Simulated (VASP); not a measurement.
# A VASP study of Y (PBEsol): structure first, properties next, part 2 of 4

Aim: relax Y, then compute properties on the relaxed cell. Left out of this account: 1 further run (bands with PBEsol: it diverged and was aborted). The start is a cell from a database of measured crystal structures.

VASP 6.6.1; PBEsol; plane waves and PAW (Y_sv).

Still holding for the runs below: The k-mesh is coarse for a metal.

So far. Step 2 (Relaxing cell and atoms (PBEsol)): It ends with forces that vanish by symmetry and a pressure of 0.01 GPa. The volume lies -5.0 % from that of the database's start, which holds the thermal and zero-point expansion of its experiment. Step 3 (Second relaxation): It ends with forces that vanish by symmetry and a pressure of 0.00 GPa. The volume moved by under 0.01 %: the run met its threshold at the first step.

### Step 4. Single point with fields (PBEsol)

A single point on the relaxed cell gives a clean self-consistent state, with density, ELF and potential written out.

INCAR

```
SYSTEM = Y
PREC = Accurate
ENCUT = 400
EDIFF = 1E-06
NELM = 100
ISMEAR = 1
SIGMA = 0.2
LREAL = .FALSE.
ALGO = Normal
GGA = PS
NBANDS = 17
LASPH = .TRUE.
LORBIT = 11
LWAVE = .FALSE.
LCHARG = .TRUE.
ISIF = 2
LELF = .TRUE.
LVHAR = .TRUE.
```

POSCAR

```
Y
1.0
    3.6039126222      0.0000000000      0.0000000000
   -1.8019563111      3.1210798839      0.0000000000
    0.0000000000      0.0000000000      5.5734566707
Y
2
Direct
    0.3333333333      0.6666666667      0.2500000000
    0.6666666667      0.3333333333      0.7500000000
```

KPOINTS

```
Automatic mesh
0
Gamma
7 7 4
0 0 0
```

Potentials, in the order of the species: Y_sv (PBE family, release 64).

On the command line:

```
$ mpirun -np 2 vasp_std
```

What it wrote:

```text
[banner, memory and clock lines left out]
running    2 mpi-ranks, on    1 nodes
 distrk:  each k-point on    2 cores,    1 groups
 distr:  one band on    1 cores,    2 groups

 POSCAR found type information on POSCAR Y
 POSCAR found :  1 types and       2 ions
 [... a notice as in an earlier step ...]

 LDA part: xc-table for (Slater+PW92), standard interpolation
|                                                                             |
|           W    W    AA    RRRRR   N    N  II  N    N   GGGG   !!!           |
|           W    W   A  A   R    R  NN   N  II  NN   N  G    G  !!!           |
|           W    W  A    A  R    R  N N  N  II  N N  N  G       !!!           |
|           W WW W  AAAAAA  RRRRR   N  N N  II  N  N N  G  GGG   !            |
|           WW  WW  A    A  R   R   N   NN  II  N   NN  G    G                |
|           W    W  A    A  R    R  N    N  II  N    N   GGGG   !!!           |
|                                                                             |
|     The number of bands has been changed from the values supplied in        |
|     The orbitals not found in the WAVECAR file will be initialized with     |
|     random numbers, which is usually adequate. For correlated               |
|     calculations, however, you should redo the groundstate calculation.     |
|     I found NBANDS = 17. Now, NBANDS = 18.                                  |
|                                                                             |

 POSCAR, INCAR and KPOINTS ok, starting setup
 FFT: planning ... GRIDC
 FFT: planning ... GRID_SOFT
 FFT: planning ... GRID
 WAVECAR not read
 entering main loop
       N       E                     dE             d eps       ncg     rms          rms(c)
DAV:   1     0.742907822391E+02    0.74291E+02   -0.99362E+03   864   0.972E+02
DAV:   2    -0.659355247230E+01   -0.80884E+02   -0.79507E+02  1078   0.224E+02
DAV:   3    -0.139277379259E+02   -0.73342E+01   -0.72830E+01  1538   0.399E+01
DAV:   4    -0.140840607689E+02   -0.15632E+00   -0.15618E+00  1024   0.598E+00
DAV:   5    -0.140878984130E+02   -0.38376E-02   -0.38369E-02  1240   0.731E-01    0.346E+01
DAV:   6    -0.137210221697E+02    0.36688E+00   -0.44845E-01   936   0.406E+00    0.215E+01
DAV:   7    -0.136585488868E+02    0.62473E-01   -0.89853E-01  1162   0.521E+00    0.185E+00
DAV:   8    -0.136444947835E+02    0.14054E-01   -0.15434E-01  1042   0.228E+00    0.809E-01
DAV:   9    -0.136440759196E+02    0.41886E-03   -0.44502E-03  1098   0.410E-01    0.313E-01
DAV:  10    -0.136441349161E+02   -0.58997E-04   -0.11278E-03   960   0.286E-01    0.170E-01
DAV:  11    -0.136441241034E+02    0.10813E-04   -0.62803E-05  1342   0.568E-02    0.206E-02
DAV:  12    -0.136441222353E+02    0.18682E-05   -0.17725E-05   970   0.350E-02    0.279E-02
DAV:  13    -0.136441237338E+02   -0.14985E-05   -0.45270E-06   910   0.191E-02    0.304E-03
DAV:  14    -0.136441237576E+02   -0.23795E-07   -0.15683E-07   502   0.291E-03
   1 F= -.13644124E+02 E0= -.13644130E+02  d E =0.188470E-04
```

The job ended after 7 s (2 MPI ranks of Intel Xeon 6975P-C (Granite Rapids), shared host; peak memory 0.26 GiB; 11 s of CPU time).

OUTCAR, selected parts (step 4):

```text
 Found     24 irreducible k-points:

   k-points           NKPTS =     24   k-points in BZ     NKDIM =     24   number of bands    NBANDS=     18

   NELECT =      22.0000    total number of electrons

 E-fermi :   3.1257

 k-point     1 :       0.0000    0.0000    0.0000
  band No.  band energies     occupation
    ...
      6     -19.0824      2.00000
      7     -19.0824      2.00000
      8     -19.0246      2.00000
      9      -1.6629      2.00000
     10       1.1818      2.00000
     11       4.2629     -0.00000
     12       4.8584     -0.00000
     13       4.8584     -0.00000
     14       5.3120     -0.00000
     15       5.5286     -0.00000
    ...

 k-point     2 :       0.1429    0.0000    0.0000
  band No.  band energies     occupation
    ...
      6     -19.1658      2.00000
      7     -19.0921      2.00000
      8     -19.0461      2.00000
      9      -1.2192      2.00000
     10       1.5780      2.00000
     11       3.7699     -0.00005
     12       4.0870     -0.00000
     13       5.0991     -0.00000
     14       5.2772     -0.00000
     15       5.4683     -0.00000
    ...

  Total        0.0011888      0.0011888      0.0001750      0.0000000     -0.0000000      0.0000000
  in kB        0.0303827      0.0303827      0.0044732      0.0000000     -0.0000000      0.0000000
  external PRESSURE =       0.0217462 kB  Pullay stress =       0.0000000 kB

  FREE ENERGIE OF THE ION-ELECTRON SYSTEM (eV)
  ---------------------------------------------------
  free  energy   TOTEN  =       -13.6441237576 eV

  energy  without entropy=      -13.6441426045  energy(sigma->0) =      -13.64413004

[... 11 parts as in an earlier step ...]

[... 4 further parts left out ...]
```

Numbers from this step:

- SCF cycles: 14
- bands: 18
- pressure: 0.002175 GPa

Valence electrons inside each PAW sphere by angular momentum. Sphere charges, by row:

```csv
atom,s (e),p (e),d (e),f (e),tot (e)
Y1,2.29,6.239,0.956,0.007,9.492
Y2,2.29,6.239,0.956,0.007,9.492
```

Electrostatic potential energy in the ac plane at fractional y = 0.333, with atoms of Y within 0.2 Å of it. With pseudopotentials it is smooth inside the atoms' cores, unlike the true potential.

Ten even steps from '0' (-21 eV) to '9' (2 eV), each cell a mean:
```
99999887655678
89999864333457
89998642111235
78997531000024
68987520000013
68987520000013
78998531000124
89998743211246
99999865433467
99999987766788
99999998888899
98888999999999
87777899999998
76566789999998
65455789999987
65445689999987
65556789999987
76666789999998
88778899999999
98889999999999
99999998888899
```
Columns run along a (3.6 Å; values clipped at the 3rd and 97th percentile), rows up along c (5.6 Å). Atoms in or near the plane, at fractional coordinates: Y at (0.67, 0.75).

ELF in the ac plane at fractional y = 0.333, with atoms of Y within 0.2 Å of it. It is the smooth field of the valence electrons, not physical close to the nuclei.

Values, 21 rows by 14 columns, each cell a mean:
```
0.28 0.41 0.48 0.44 0.33 0.20 0.14 0.15 0.21 0.24 0.23 0.17 0.14 0.16
0.19 0.35 0.46 0.40 0.25 0.14 0.18 0.31 0.44 0.49 0.47 0.36 0.22 0.14
0.14 0.25 0.37 0.31 0.17 0.15 0.33 0.52 0.63 0.66 0.65 0.57 0.41 0.21
0.13 0.17 0.26 0.21 0.13 0.23 0.50 0.66 0.73 0.75 0.74 0.70 0.58 0.34
0.14 0.14 0.22 0.18 0.12 0.28 0.57 0.71 0.76 0.78 0.77 0.74 0.64 0.41
0.14 0.14 0.23 0.18 0.12 0.27 0.56 0.70 0.76 0.77 0.77 0.73 0.63 0.41
0.13 0.19 0.29 0.24 0.14 0.20 0.46 0.63 0.71 0.73 0.72 0.67 0.54 0.30
0.14 0.27 0.39 0.33 0.18 0.14 0.29 0.48 0.60 0.64 0.63 0.54 0.37 0.19
0.21 0.36 0.47 0.42 0.27 0.15 0.16 0.26 0.39 0.44 0.42 0.31 0.19 0.13
0.31 0.40 0.45 0.43 0.34 0.24 0.16 0.15 0.17 0.19 0.18 0.15 0.15 0.20
0.30 0.31 0.31 0.31 0.30 0.28 0.26 0.25 0.24 0.24 0.24 0.25 0.26 0.28
0.21 0.18 0.17 0.18 0.20 0.24 0.32 0.39 0.45 0.47 0.47 0.42 0.35 0.28
0.13 0.13 0.14 0.14 0.13 0.16 0.27 0.43 0.59 0.66 0.63 0.51 0.33 0.19
0.13 0.17 0.21 0.20 0.15 0.14 0.22 0.39 0.60 0.69 0.66 0.48 0.27 0.14
0.16 0.24 0.29 0.27 0.20 0.14 0.18 0.35 0.58 0.69 0.65 0.44 0.22 0.13
0.17 0.27 0.32 0.30 0.22 0.15 0.17 0.33 0.57 0.68 0.65 0.43 0.21 0.13
0.15 0.22 0.28 0.26 0.19 0.14 0.19 0.35 0.58 0.69 0.65 0.45 0.23 0.13
0.12 0.16 0.19 0.18 0.15 0.14 0.23 0.40 0.60 0.69 0.66 0.49 0.28 0.15
0.14 0.13 0.14 0.14 0.14 0.18 0.30 0.44 0.56 0.61 0.60 0.50 0.35 0.22
0.23 0.21 0.20 0.20 0.22 0.26 0.32 0.37 0.41 0.42 0.42 0.39 0.34 0.28
0.31 0.34 0.35 0.34 0.32 0.28 0.24 0.22 0.21 0.20 0.20 0.21 0.23 0.27
```
Columns run along a (3.6 Å), rows up along c (5.6 Å). Atoms in or near the plane, at fractional coordinates: Y at (0.67, 0.75).

Valence density in the ac plane at fractional y = 0.333, with atoms of Y within 0.2 Å of it. It is the smooth field of the valence electrons, not physical close to the nuclei.

Ten steps, logarithmic in the rise over the least value, from '0' (0.1 e/Å³) to '9' (5.0 e/Å³), each cell a mean:
```
00000012333210
00000124566531
10000246787653
10001367999864
20001468999975
20001468999875
10001357898864
10000246777653
00000124555431
00000001222110
00000000011000
00000000000000
11211000000000
22332100000001
23443210000001
23443210000001
23433210000001
12322100000000
01111000000000
00000000000000
00000000111000
```
Columns run along a (3.6 Å), rows up along c (5.6 Å). Atoms in or near the plane, at fractional coordinates: Y at (0.67, 0.75).

In this run the pressure is 0.00 GPa, small enough to go on.

### Step 5. Bands along the symmetry lines (PBEsol)

The mesh alone shows little of the dispersion and can miss band extrema, so KPOINTS_OPT adds a path through the symmetry points after the self-consistent cycle.

INCAR

```
SYSTEM = Y
PREC = Accurate
ENCUT = 400
EDIFF = 1E-06
NELM = 100
ISMEAR = 1
SIGMA = 0.2
LREAL = .FALSE.
ALGO = Normal
GGA = PS
NBANDS = 23
LASPH = .TRUE.
LORBIT = 11
LWAVE = .FALSE.
LCHARG = .FALSE.
KPAR = 2
```

POSCAR is that of step 4.

KPOINTS is that of step 4.

KPOINTS_OPT

```
Line mode
16
Line-mode
Reciprocal
  0.00000000   0.00000000   0.00000000 GAMMA
  0.50000000   0.00000000   0.00000000 M

  0.50000000   0.00000000   0.00000000 M
  0.33333333   0.33333333   0.00000000 K

  0.33333333   0.33333333   0.00000000 K
  0.00000000   0.00000000   0.00000000 GAMMA

  0.00000000   0.00000000   0.00000000 GAMMA
  0.00000000   0.00000000   0.50000000 A

  0.00000000   0.00000000   0.50000000 A
  0.50000000   0.00000000   0.50000000 L

  0.50000000   0.00000000   0.50000000 L
  0.33333333   0.33333333   0.50000000 H

  0.33333333   0.33333333   0.50000000 H
  0.00000000   0.00000000   0.50000000 A

  0.50000000   0.00000000   0.50000000 L
  0.50000000   0.00000000   0.00000000 M

  0.33333333   0.33333333   0.00000000 K
  0.33333333   0.33333333   0.50000000 H
```

On the command line:

```
$ mpirun -np 2 vasp_std
```

What it wrote:

```text
[... set-up lines as in an earlier step ...]
 entering main loop
       N       E                     dE             d eps       ncg     rms          rms(c)
DAV:   1     0.847756592736E+02    0.84776E+02   -0.93526E+03  1112   0.760E+02
DAV:   2    -0.616237436177E+01   -0.90938E+02   -0.88029E+02  1378   0.202E+02
DAV:   3    -0.138678711768E+02   -0.77055E+01   -0.75897E+01  1866   0.354E+01
DAV:   4    -0.140848729948E+02   -0.21700E+00   -0.21688E+00  1286   0.595E+00
DAV:   5    -0.140878746865E+02   -0.30017E-02   -0.30016E-02  1425   0.588E-01    0.346E+01
DAV:   6    -0.137220886441E+02    0.36579E+00   -0.37552E-01  1314   0.318E+00    0.214E+01
DAV:   7    -0.136560019869E+02    0.66087E-01   -0.68855E-01  1476   0.408E+00    0.178E+00
DAV:   8    -0.136443690272E+02    0.11633E-01   -0.11356E-01  1279   0.184E+00    0.673E-01
DAV:   9    -0.136440881607E+02    0.28087E-03   -0.26378E-03  1372   0.305E-01    0.193E-01
DAV:  10    -0.136441266433E+02   -0.38483E-04   -0.47355E-04  1230   0.154E-01    0.848E-02
DAV:  11    -0.136441237420E+02    0.29013E-05   -0.17236E-05  1427   0.237E-02    0.342E-02
DAV:  12    -0.136441229149E+02    0.82709E-06   -0.35269E-06  1251   0.120E-02
   1 F= -.13644123E+02 E0= -.13644129E+02  d E =0.186719E-04
 Start KPOINTS_OPT (optional k-point list driver)
k-point batch [1-24\144]
       N       E                     dE             ncg
DAV:   1    -0.668187566849E+04   -0.16950E+05     1120
DAV:   2    -0.891124584099E+04   -0.22294E+04     1395
DAV:   3    -0.909205159644E+04   -0.18081E+03     1955
DAV:   4    -0.909751746930E+04   -0.54659E+01     1248
DAV:   5    -0.909760195496E+04   -0.84486E-01     1470
DAV:   6    -0.909760359834E+04   -0.16434E-02     1277
DAV:   7    -0.909760363494E+04   -0.36602E-04     1504
DAV:   8    -0.909760363584E+04   -0.90629E-06      946
[...]
k-point batch [121-144\144]
       N       E                     dE             ncg
DAV:   1    -0.670316470502E+04   -0.23680E+05     1104
DAV:   2    -0.883569686487E+04   -0.21325E+04     1330
DAV:   3    -0.901719263191E+04   -0.18150E+03     2041
DAV:   4    -0.902346262029E+04   -0.62700E+01     1225
DAV:   5    -0.902354572584E+04   -0.83106E-01     1492
DAV:   6    -0.902354779596E+04   -0.20701E-02     1289
DAV:   7    -0.902354786409E+04   -0.68131E-04     1458
DAV:   8    -0.902354786637E+04   -0.22763E-05      938
DAV:   9    -0.902354786647E+04   -0.10547E-06     1042
```

Elapsed: 19 s, on 2 MPI ranks; peak memory 0.33 GiB.

From OUTCAR (step 5):

```text
   k-points           NKPTS =     24   k-points in BZ     NKDIM =     24   number of bands    NBANDS=     23

   NELECT =      22.0000    total number of electrons

 E-fermi :   3.1259

 k-point     1 :       0.0000    0.0000    0.0000
  band No.  band energies     occupation
    ...
      6     -19.0825      2.00000
      7     -19.0825      2.00000
      8     -19.0247      2.00000
      9      -1.6627      2.00000
     10       1.1819      2.00000
     11       4.2631     -0.00000
     12       4.8585     -0.00000
     13       4.8585     -0.00000
     14       5.3122     -0.00000
     15       5.5287     -0.00000
    ...

  Total        0.0136204      0.0136204      0.0126036      0.0000000      0.0000000     -0.0000000
  in kB        0.3480933      0.3480933      0.3221079      0.0000000      0.0000000     -0.0000000
  external PRESSURE =       0.3394315 kB  Pullay stress =       0.0000000 kB

 POSITION                                       TOTAL-FORCE (eV/Angst)
 -----------------------------------------------------------------------------------
     -0.00000      2.08072      1.39336        -0.000000      0.000000      0.000000
      1.80196      1.04036      4.18009         0.000000      0.000000      0.000000
 -----------------------------------------------------------------------------------
    total drift:                               -0.000000      0.000000     -0.000000

  FREE ENERGIE OF THE ION-ELECTRON SYSTEM (eV)
  ---------------------------------------------------
  free  energy   TOTEN  =       -13.6441229149 eV

  energy  without entropy=      -13.6441415869  energy(sigma->0) =      -13.64412914

[... 10 parts as in an earlier step ...]

[... 6 further parts left out ...]
```

This step gave:

* SCF cycles: 12
* bands: 23
* pressure: 0.03394 GPa

The electronic bands at the labelled points (eV, zero at the Fermi level; # counts the bands kept, so #1 is VASP's band 9):

```csv
point,#1,#2,#3,#4,#5,#6
Γ,-4.79,-1.94,1.14,1.73,1.73,2.19
0.47 of the way,-3.68,-1.08,0.07,0.40,1.61,2.00
M,-1.73,-1.30,-0.88,-0.08,1.40,1.52
0.47 of the way,-1.40,-0.96,-0.84,-0.25,1.20,1.40
K,-0.82,-0.70,-0.70,-0.47,1.12,1.12
0.53 of the way,-3.33,-0.81,-0.10,0.11,1.50,1.54
Γ,-4.79,-1.94,1.14,1.73,1.73,2.19
0.53 of the way,-4.30,-2.27,0.79,1.55,1.55,1.73
A,-3.26,-3.26,1.01,1.01,1.63,1.63
0.47 of the way,-2.40,-2.40,0.32,0.32,1.30,1.30
L,-1.74,-1.74,0.06,0.06,1.49,1.49
0.53 of the way,-1.28,-1.28,0.25,0.25,0.62,0.62
H,-0.44,-0.44,-0.42,-0.42,0.46,0.46
0.47 of the way,-1.91,-1.91,0.17,0.17,1.02,1.02
A,-3.26,-3.26,1.01,1.01,1.63,1.63
jump to L,-1.74,-1.74,0.06,0.06,1.49,1.49
0.47 of the way,-1.92,-1.35,-0.26,-0.21,1.68,1.73
M,-1.73,-1.30,-0.88,-0.08,1.40,1.52
jump to K,-0.82,-0.70,-0.70,-0.47,1.12,1.12
0.47 of the way,-0.67,-0.61,-0.61,-0.43,0.82,0.82
H,-0.44,-0.44,-0.42,-0.42,0.46,0.46
```

There is no gap at this level.

Of the bands kept, 2 cross the Fermi level on this path.

(Continued in part 3 of 4.)

[Lines on the potential files, build, host, timing and source positions are cut from VASP's logs without a mark.]

[Logs are printed without paths, hosts, clocks, repeated set-up lines and the standing remarks that a program may print on its own settings, such as how far it seeks lower states.]

[Hosts, paths, dates, database ids (printed as entryN), source tags and the programs' standing remarks are cut or masked in the printed files.]

[A measured line is paired with the nearest computed mode of its activity, which favours agreement.]
